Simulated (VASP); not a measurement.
BiCl, 2 atoms in the cell. The structure is cubic, space group Fm-3m (No. 225). Conventional cell: a = 6.215 Å, b = 6.215 Å, c = 6.215 Å, α = 90.00°, β = 90.00°, γ = 90.00°. Around Bi (site symmetry m-3m) lie 6 Cl at 3.11 Å. Around Cl (site symmetry m-3m) lie 6 Bi at 3.11 Å. The cell was built by a generator and needn't be a form met in nature.

* Program: VASP 6.6.1
* Task: single point
* Functional: r2SCAN
* Potentials or basis: VASP PAW PBE potentials, release 64 (Bi_d, Cl)
* Cutoff: 520 eV
* k mesh: 5 × 5 × 5
* Occupations: methfessel-paxton, width 0.005 eV
* Spin: no spin polarisation
* Dipole correction: no
* Further INCAR settings: ALGO = Normal; EDIFF = 1e-06; NBANDS = 18

Potentials or basis: VASP PAW PBE potentials, release 64 (Bi_d, Cl).

Launch:

```console
$ cat potpaw_PBE.64/Bi_d/POTCAR potpaw_PBE.64/Cl/POTCAR > POTCAR
$ cp INCAR.step1 INCAR
$ mpirun -np 1 vasp_std > vasp.out
$ cp INCAR.step2 INCAR
$ mpirun -np 1 vasp_std > vasp.out
```

Hardware: 1 thread of Intel(R) Xeon(R) 6975P-C (Granite Rapids) (shared host).

Task: How long does it take, and how much memory?

Result: Run time: 29 s on 1 thread of Intel(R) Xeon(R) 6975P-C (Granite Rapids) (shared host), peak memory 0.21 GiB. Counts: scf iterations 9, k points 10.
